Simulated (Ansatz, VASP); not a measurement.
# HfO2 in two plane-wave programs

One calculation is typed for both programs; each brings its own data sets. How far apart do they land? The cell is taken from a series of runs on this material, whose earlier steps may have relaxed, scaled, displaced or heated it; both programs get it as it stands.

Calculated with Ansatz 0.2.0; plane waves, with VASP 6.6.1 beside it; zone-centre phonons at LDA.

### 1. The structure

Symmetry: P4_2/nmc, No. 137, tetragonal system. Conventional cell: a = 3.433 Å, b = 3.433 Å, c = 4.876 Å, α = 90.00°, β = 90.00°, γ = 90.00°. Nearest to O lie 4 Hf at 2.04 to 2.17 Å. Nearest to Hf lie 8 O at 2.04 to 2.17 Å. Farther neighbours and most contacts between anions are not listed.

### 2. Ansatz: zone-centre phonons, LDA

Ansatz runs on its PAW soft_1 files.

Second derivatives magnify differences that forces hide, and they need a tight electronic threshold.

input.yaml

```yaml
crystal:
  lattice:
    - [3.4334372915, 0.0, 0.0]
    - [0.0, 3.4334372915, 0.0]
    - [0.0, 0.0, 4.8755907267]
  atoms:
    - { symbol: O, position: [0.0, 0.5, 0.7275601441] }
    - { symbol: O, position: [0.5, 0.0, 0.7724398559] }
    - { symbol: O, position: [0.5, 0.0, 0.2724398559] }
    - { symbol: O, position: [0.0, 0.5, 0.2275601441] }
    - { symbol: Hf, position: [0.5, 0.5, 0.5] }
    - { symbol: Hf, position: [0.0, 0.0, 0.0] }
kpoints:
  mp_grid: { grid: [8, 8, 6] }
hamiltonian:
  xc: lda
  pseudopotentials: { kind: paw, azcp: { folder: soft_1 }, xc_functional: pbe }
scf:
  occupations: { method: fixed }
output:
  eigenvalues: true
phonons:
  method: dfpt
  dielectric: true
  rigid_motions: translations
```

Command:

```bash
$ ansatz run input.yaml --threads 8 --pin off --max-ram 16384MiB --backend cpu --events-out ev --progress --plain --runs-dir out
```

Numbers of over 12 decimals in the logs are rounded to 6 here.

What it wrote:

```text
Engine: ansatz 0.2.0, aarch64-unknown-linux-gnu
Pseudopotentials: kind: paw
Pseudopotential: O, paw, valence charge 6, recommended cutoff 420 eV (normal), soft_1/O.paw.azcp
Pseudopotential: Hf, paw, valence charge 26, recommended cutoff 420 eV (normal), soft_1/Hf.paw.azcp
Functional definition: SPW92
  exchange = slater_x
  correlation = pw_c
Crystal: 6 atoms, lattice volume = 57.476 Å³
Basis set: ecut = 420 eV, 1101 PW (Γ), exchange–correlation on 48×48×72 points (8 copies of the dense FFT grid, shifted against one another)
Bands: 46, of which v1, the nominal top of the filled ones, is band 38 counted from 1 (37 counted from 0)
Symmetry: 16 space group operations
k-points: 196 of 384 (irreducible under 1 space group operation, time reversal used)
Non-local potential: O, projectors of the file, l = 0: 2, l = 1: 2, l = 2: 1
Non-local potential: Hf, projectors of the file, l = 0: 3, l = 1: 2, l = 2: 2, l = 3: 3
PAW form: soft (Blöchl's): semilocal exchange-correlation on the pseudo side does not see the compensation charge
PAW frozen core: O, regenerated for the run's functional, and the local potential with it (the file was generated under x = pbe(κ = 0.804, μ = 0.219515), c = pbe(β = 0.066725))
PAW frozen core: Hf, regenerated for the run's functional, and the local potential with it (the file was generated under x = pbe(κ = 0.804, μ = 0.219515), c = pbe(β = 0.066725))
PAW one-centre angular grid: O, 110 points (default); XC on 64 Gauss nodes
PAW one-centre angular grid: Hf, 590 points (default); XC on 64 Gauss nodes
Initial density: superposition of atomic densities (chi_scale 0.1, normalization cell, long waves kept (reshape's long-wave potential 0.00 eV rms))
Initial wavefunctions: pseudopotential atomic-orbital guess
Functional: x = slater, c = lda
SCF iter   1: F=—  HF=-33188.348996 eV  |F-HF|=—  |Δ(HF+E_count)|=         —  Δρ=9.38e-2  dr2=4.04e0  ethr=3.10e-3  ⟨swp⟩=4.2  Hψ=25344  notcnv=0  defer=859
preconditioner: auto → Resta (q_TF=auto, 2.858 Å⁻¹)  ε∞=5.4  [insulator: Δε(μ)=3.775 eV  Ē_g=19.909 eV  n_scr=20 (ndim 8)  ℏωp=41.6 eV  f_vac=0.000  ε∞_Penn≈5.4]
SCF iter   2: F=—  HF=-33187.329636 eV  |F-HF|=—  |Δ(HF+E_count)|=    1.02e0  Δρ=4.63e-2  dr2=1.12e0  ethr=3.10e-3  ⟨swp⟩=2.0  Hψ=18337  notcnv=0  defer=824
SCF iter   3: F=—  HF=-33186.985126 eV  |F-HF|=—  |Δ(HF+E_count)|=   3.45e-1  Δρ=2.15e-2  dr2=2.62e-1  ethr=1.48e-3  ⟨swp⟩=2.0  Hψ=14308  notcnv=0  defer=1144
SCF iter   4: F=—  HF=-33186.823174 eV  |F-HF|=—  |Δ(HF+E_count)|=   1.62e-1  Δρ=7.82e-3  dr2=2.85e-2  ethr=3.44e-4  ⟨swp⟩=2.2  Hψ=16224  notcnv=0  defer=1141
SCF iter   5: F=—  HF=-33186.830000 eV  |F-HF|=—  |Δ(HF+E_count)|=   6.83e-3  Δρ=2.59e-3  dr2=3.11e-3  ethr=3.75e-5  ⟨swp⟩=2.1  Hψ=16092  notcnv=0  defer=1170
SCF iter   6: F=—  HF=-33186.830464 eV  |F-HF|=—  |Δ(HF+E_count)|=   4.64e-4  Δρ=8.56e-4  dr2=2.85e-4  ethr=4.10e-6  ⟨swp⟩=2.0  Hψ=14502  notcnv=0  defer=1176
SCF iter   7: F=—  HF=-33186.830533 eV  |F-HF|=—  |Δ(HF+E_count)|=   6.89e-5  Δρ=3.97e-4  dr2=5.83e-5  ethr=3.75e-7  ⟨swp⟩=2.0  Hψ=15717  notcnv=0  defer=843
SCF iter   8: F=—  HF=-33186.830539 eV  |F-HF|=—  |Δ(HF+E_count)|=   5.82e-6  Δρ=6.12e-5  dr2=1.00e-6  ethr=7.68e-8  ⟨swp⟩=2.9  Hψ=18599  notcnv=0  defer=783
SCF iter   9: F=—  HF=-33186.830540 eV  |F-HF|=—  |Δ(HF+E_count)|=   1.55e-6  Δρ=6.53e-6  dr2=1.11e-8  ethr=1.32e-9  ⟨swp⟩=2.0  Hψ=16533  notcnv=0  defer=782
SCF iter  10: F=-33186.830540 eV  HF=-33186.830540 eV  |F-HF|=1.16e-10  |Δ(HF+E_count)|=   1.74e-8  Δρ=5.11e-7  dr2=5.97e-11  ethr=1.00e-12  ⟨swp⟩=13.5  Hψ=69102  notcnv=0
SCF 1 converged in 10 iterations: F = -33186.830540 eV  dr2 = 5.97e-11
  greatest PAW one-centre occupation: 0.999 electrons in one spin orbital (limit 2), on the Hf atom at site 5 (counted from 0), in its partial waves of l = 3
DFPT response loops at Γ: preconditioner auto → Resta (q_TF=auto, 2.858 Å⁻¹)  ε∞=3.8 (no band partly filled); β = 1.00, the filter's whole step (`scf.mixing.beta` (0.50) is not read by the response loops at its default; to damp them type it under 1.00, their step now; it binds the ground state too); Broyden in place of MSR1
── the response to a field inside a basis, on 8×8×6 k-points: an SCF that follows is theirs, and a resumed run solves both again ──
Bands: 39, of which v1, the nominal top of the filled ones, is band 38 counted from 1 (37 counted from 0)
k-points: 30 of 384
Initial density: handed on by an earlier stage of this run
Initial wavefunctions: pseudopotential atomic-orbital guess (no wavefunctions were taken with the density)
Eigensolver: Dense (30 Hₖ)
SCF iter   1: F=—  HF=-33186.779789 eV  |F-HF|=—  |Δ(HF+E_count)|=         —  Δρ=4.47e-4  dr2=2.17e-5  ethr=1.00e-1
preconditioner: auto → Resta (q_TF=auto, 2.858 Å⁻¹)  ε∞=7.3  [insulator: Δε(μ)=4.430 eV  Ē_g=16.601 eV  n_scr=20 (ndim 8)  ℏωp=41.6 eV  f_vac=0.048  ε∞_Penn≈7.3]
SCF iter   2: F=—  HF=-33186.779778 eV  |F-HF|=—  |Δ(HF+E_count)|=   1.14e-5  Δρ=2.22e-4  dr2=1.11e-5  ethr=2.85e-8
SCF iter   3: F=—  HF=-33186.779776 eV  |F-HF|=—  |Δ(HF+E_count)|=   1.75e-6  Δρ=1.15e-4  dr2=2.18e-6  ethr=1.46e-8
SCF iter   4: F=—  HF=-33186.779775 eV  |F-HF|=—  |Δ(HF+E_count)|=   5.76e-7  Δρ=1.42e-5  dr2=4.68e-8  ethr=2.87e-9
SCF iter   5: F=-33186.779775 eV  HF=-33186.779775 eV  |F-HF|=9.84e-9  |Δ(HF+E_count)|=   1.71e-9  Δρ=5.85e-6  dr2=9.61e-9  ethr=6.16e-11
SCF 1 converged in 5 iterations: F = -33186.779775 eV  dr2 = 9.61e-9
  greatest PAW one-centre occupation: 0.999 electrons in one spin orbital (limit 2), on the Hf atom at site 4 (counted from 0), in its partial waves of l = 3
DFPT response loops at Γ: preconditioner auto → none (the input reference at scf.mixing.eps_inf says where Resta's filter doesn't serve); β = 0.50; Broyden in place of MSR1
SCF converged after 10 iterations
Free energy (F): -33186.830540 eV
Harris-Foulkes:  -33186.830540 eV  (|F-HF|=1.16e-10)
Internal energy: -33186.830540 eV  (E = F + TS)
E sigma→0 (E₀):  -33186.830540 eV
Fermi energy:    16.662581 eV
--- Per-component energies (eV) ---
  E_band       = 190.860390
  E_kinetic    = 1506.978924
  E_local      = -13255.020286  (includes V_loc(G=0)·N_el)
  E_nonlocal   = 379.132464
  E_hartree    = 6386.825340
  E_xc         = -817.048729
  E_vxc        = -880.854677  (∫ρ·V_xc dr)
  E_paw        = -15529.109413  (= ΣΔE_a)
  E_vpaw       = -333.030095  (= ΣTr[D̂ρ^β])
  E_aug_tail   = 0.003309  (compensation charges beyond the density's cutoff)
  E_ewald      = -11863.894010
  E_core_change = 5.301862  (= ΣΔE_core)
  E_smearing   = -0.000000  (= −TS)
  E_closure    = -0.000000  (closes the sum)
  Σ components = -33186.830540   (vs F -33186.830540, Δ=0.00e0)
--- Band table (eV; the first three rows and the last of 196) ---
  k-point 0: bands = [... 34 lower, 16.2287, 16.2287, 16.2509, 16.5762, 20.8899, 20.9279, 21.3399, 22.9293, ... 4 higher]
  k-point 1: bands = [... 34 lower, 15.4612, 16.1343, 16.2508, 16.2508, 21.0350, 21.0656, 21.5817, 22.7561, ... 4 higher]
  k-point 2: bands = [... 34 lower, 15.8105, 15.8105, 16.2789, 16.2789, 21.3420, 21.5008, 21.9206, 22.3224, ... 4 higher]
  k-point 195: bands = [... 34 lower, 15.1094, 15.1094, 16.6062, 16.6062, 22.2596, 22.2596, 22.5461, 22.5461, ... 4 higher]
--- Phonons (Γ-DFPT): 5 representative perturbations + reference, on 196 of 384 k-points (Σ response iterations 21) ---
  k mesh reduced under 1 symmetry operation, with k and −k counted as one. Each operation leaves every solved perturbation unchanged. A smaller set is not considered because the run solves the response to a homogeneous field
  ASR residual: 4.160e-5 → 0.000e0 eV/Å²; symmetrization residual: 1.087e-5 eV/Å²
  ASR residual per site (eV/Å²): 3.94e-5 3.94e-5 3.94e-5 3.94e-5 4.16e-5 4.16e-5
  Γ frequencies (cm⁻¹): 0.00 0.00 0.00 129.49 129.49 193.21 267.02 267.02 280.61 359.78 477.52 477.52 595.62 595.62 684.61 728.37 728.37 776.92
  ε∞ (high-frequency dielectric tensor):
        5.407409     0.000000    -0.000000
        0.000000     5.407409     0.000000
       -0.000000     0.000000     5.243201
  ε⁰ (static dielectric tensor: ions relaxed, cell fixed):
       25.029916     0.000000    -0.000000
        0.000000    25.029916    -0.000000
       -0.000000    -0.000000    19.569093
  ε⁰ − ε∞ (ionic part):
       19.622507     0.000000    -0.000000
        0.000000    19.622507    -0.000000
       -0.000000    -0.000000    14.325892
  softest optical mode at Γ: 129.49 cm⁻¹; the repairs (sum rule, projections) moved no ω² at Γ by more than (2.00 cm⁻¹)²
  Born effective charges Z* (e; rows j = field, columns β = displacement):
    site 0:
        -3.13664   -0.00000   -0.00000
        -0.00000   -2.48947   -0.00000
         0.00000   -0.00000   -2.71040
    site 1:
        -3.13664   -0.00000   -0.00000
        -0.00000   -2.48947   -0.00000
        -0.00000   -0.00000   -2.71040
    site 2:
        -2.48947   -0.00000   -0.00000
        -0.00000   -3.13664   -0.00000
         0.00000   -0.00000   -2.71040
    site 3:
        -2.48947   -0.00000   -0.00000
        -0.00000   -3.13664   -0.00000
         0.00000   -0.00000   -2.71040
    site 4:
         5.62611    0.00000    0.00000
         0.00000    5.62611    0.00000
        -0.00000    0.00000    5.42079
    site 5:
[...]
Z* charge neutrality: 1.768e-3 e pre-enforcement
  solved inside a basis spanned on kpoints, on 8×8×6 k-points, its susceptibility summed on 12×12×8: ε∞ is read to err by 1.4e-2, Z* by 2.7e-2 e (field_mesh: kpoints solves on kpoints); Z* is corrected for what the basis lacks
  optical modes at Γ without the LO–TO term, one row a degenerate level:
      ω (cm⁻¹)  modes    IR ((D/Å)²/amu)
[...]
optical modes at Γ + LO–TO along q̂ = [1.0000, 0.0000, 0.0000]:
      ω (cm⁻¹)  modes    IR ((D/Å)²/amu)
[...]
optical modes at Γ + LO–TO along q̂ = [0.0000, 1.0000, 0.0000]:
      ω (cm⁻¹)  modes    IR ((D/Å)²/amu)
[...]
optical modes at Γ + LO–TO along q̂ = [0.0000, 0.0000, 1.0000]:
      ω (cm⁻¹)  modes    IR ((D/Å)²/amu)
[...]
267.02      2            60.1823
        280.61      1             0.0000
        477.52      2            48.6798
        595.62      2             0.0000
        684.61      1             0.0000
        695.05      1            49.9700
        728.37      2             0.0000
        776.92      1             0.0000
```

(Part 1 of 3 ends here.)

[Lines on the potential files, build, host, timing and source positions are cut from VASP's logs without a mark.]

[Logs are printed without paths, hosts, clocks, repeated set-up lines and the standing remarks that a program may print on its own settings, such as how far it seeks lower states.]

[Hosts, paths, dates, database ids (printed as entryN), source tags and the programs' standing remarks are cut or masked in the printed files.]
